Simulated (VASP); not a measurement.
Input:

```xyz
3
Lattice="-1.6371 1.6371 4.0035 1.6371 -1.6371 4.0035 1.6371 1.6371 -4.0035" Properties=species:S:1:pos:R:3 pbc="T T T"
Si     0.0000     0.0000     5.3247
Si     0.0000     0.0000     2.6823
Mo     0.0000     0.0000     0.0000
```

Level of theory: PBE GGA, VASP's PBE PAW potentials (set 64) (plane waves; VASP). Run with 400 eV cut-off, 10×10×10 Γ-centred mesh, first-order Methfessel-Paxton smearing of 0.10 eV, potentials Si Mo_sv.

**Question.** Which forces act on the atoms, in eV/Å?

**Answer.** 
```tsv
atom	Fx	Fy	Fz
Si1	0.000	0.000	-0.154
Si2	0.000	0.000	0.154
Mo3	0.000	0.000	0.000
```

**Question.** Give the stress tensor in GPa (positive for a compressed cell).

**Answer.** 
```
 -9.46    0.00    0.00
  0.00   -9.46    0.00
  0.00    0.00  -10.68
```
The pressure is its mean diagonal, -9.86 GPa.

The compound is MoSi2 in the MoSi2 type structure. The cell was not relaxed at this level.
